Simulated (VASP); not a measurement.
Consider the following.

```yaml
crystal:
  lattice:
    - [10.93707, 0.00000, 0.00000]
    - [0.00000, 10.93707, 0.00000]
    - [0.00000, 0.00000, 10.93707]
  atoms:
    - { symbol: Si, position: [0.50001, 0.00016, 0.00029] }
    - { symbol: Si, position: [0.62440, 0.12459, 0.12483] }
    - { symbol: Si, position: [0.74983, 0.25006, 0.00020] }
    - { symbol: Si, position: [0.87541, 0.37553, 0.12472] }
    - { symbol: Si, position: [0.74982, 0.99995, 0.25032] }
    - { symbol: Si, position: [0.87556, 0.12460, 0.37552] }
    - { symbol: Si, position: [0.99998, 0.99996, 0.99997] }
    - { symbol: Si, position: [0.12515, 0.12514, 0.12512] }
    - { symbol: Si, position: [0.25033, 0.25026, 0.00019] }
    - { symbol: Si, position: [0.37525, 0.37515, 0.12594] }
    - { symbol: Si, position: [0.49995, 0.49991, 0.00017] }
    - { symbol: Si, position: [0.62490, 0.62489, 0.12559] }
    - { symbol: Si, position: [0.74981, 0.74981, 0.99995] }
    - { symbol: Si, position: [0.87484, 0.87488, 0.12512] }
    - { symbol: Si, position: [0.25036, 0.00029, 0.25035] }
    - { symbol: Si, position: [0.37528, 0.12604, 0.37519] }
    - { symbol: Si, position: [0.50181, 0.24998, 0.24994] }
    - { symbol: Si, position: [0.62683, 0.37375, 0.37378] }
    - { symbol: Si, position: [0.75047, 0.49872, 0.24972] }
    - { symbol: Si, position: [0.87436, 0.62506, 0.37527] }
    - { symbol: Si, position: [0.49998, 0.00009, 0.49996] }
    - { symbol: Si, position: [0.62482, 0.12572, 0.62486] }
    - { symbol: Si, position: [0.75053, 0.24959, 0.49858] }
    - { symbol: Si, position: [0.87455, 0.37507, 0.62494] }
    - { symbol: Si, position: [0.74972, 0.00004, 0.74974] }
    - { symbol: Si, position: [0.87488, 0.12512, 0.87483] }
    - { symbol: Si, position: [0.99988, 0.49998, 0.00040] }
    - { symbol: Si, position: [0.12450, 0.62438, 0.12469] }
    - { symbol: Si, position: [0.25011, 0.74989, 0.00020] }
    - { symbol: Si, position: [0.37555, 0.87567, 0.12466] }
    - { symbol: Si, position: [0.00018, 0.25032, 0.25026] }
    - { symbol: Si, position: [0.12589, 0.37524, 0.37515] }
    - { symbol: Si, position: [0.24978, 0.50165, 0.24971] }
    - { symbol: Si, position: [0.37331, 0.62706, 0.37335] }
    - { symbol: Si, position: [0.49868, 0.75059, 0.24952] }
    - { symbol: Si, position: [0.62500, 0.87429, 0.37534] }
    - { symbol: Si, position: [0.99975, 0.99993, 0.50004] }
    - { symbol: Si, position: [0.12442, 0.12435, 0.62443] }
    - { symbol: Si, position: [0.24951, 0.24964, 0.50170] }
    - { symbol: Si, position: [0.37261, 0.37312, 0.62768] }
    - { symbol: Si, position: [0.62680, 0.62669, 0.62753] }
    - { symbol: Si, position: [0.75022, 0.75015, 0.50181] }
    - { symbol: Si, position: [0.87529, 0.87547, 0.62442] }
    - { symbol: Si, position: [0.25024, 0.00001, 0.74980] }
    - { symbol: Si, position: [0.37554, 0.12446, 0.87566] }
    - { symbol: Si, position: [0.49852, 0.24949, 0.75068] }
    - { symbol: Si, position: [0.62494, 0.37501, 0.87465] }
    - { symbol: Si, position: [0.75073, 0.50129, 0.75084] }
    - { symbol: Si, position: [0.87573, 0.62450, 0.87566] }
    - { symbol: Si, position: [0.00002, 0.74987, 0.25029] }
    - { symbol: Si, position: [0.12451, 0.87577, 0.37556] }
    - { symbol: Si, position: [0.00003, 0.50000, 0.49995] }
    - { symbol: Si, position: [0.12553, 0.62503, 0.62479] }
    - { symbol: Si, position: [0.24948, 0.75067, 0.49852] }
    - { symbol: Si, position: [0.37515, 0.87442, 0.62492] }
    - { symbol: Si, position: [0.00013, 0.25016, 0.74985] }
    - { symbol: Si, position: [0.12431, 0.37550, 0.87591] }
    - { symbol: Si, position: [0.24909, 0.49882, 0.75096] }
    - { symbol: Si, position: [0.37506, 0.62504, 0.87468] }
    - { symbol: Si, position: [0.50147, 0.75064, 0.75080] }
    - { symbol: Si, position: [0.62449, 0.87580, 0.87570] }
    - { symbol: Si, position: [0.99994, 0.74989, 0.74974] }
    - { symbol: Si, position: [0.12513, 0.87492, 0.87483] }
    - { symbol: Ga, position: [0.49945, 0.50004, 0.50097] }
```
Cell charge -1.

Method: HSE06 screened hybrid, VASP's PBE PAW potentials (set 64) (plane waves; VASP). Run with PREC = Normal, LREAL = Auto, ISYM = 0, NELECT = 256.0, EDIFF = 1E-5, 400 eV cut-off, 1×1×1 Γ-centred mesh, Gaussian smearing of 0.050 eV, potentials Si Ga.

The cell is charged, with a uniform compensating background. The supercell is sampled at Γ alone, which is coarse: total energies, pressure and levels can be off, energies of defects by several tenths of an eV.

**Question.** Estimate the energy per atom (σ→0), largest force.

**Answer.** 
```json
{
 "energy per atom (σ→0)": "-6.058 eV/atom",
 "largest_force": "0.093 eV/Å"
}
```

Only differences to runs with the same potentials and settings are physical.

The cell is a supercell with a defect, built from Si (diamond): Ga_Si, charge -1. The cell's shape comes from a PBE relaxation. The run is not spin-polarised, so no state with unpaired spins was tried.
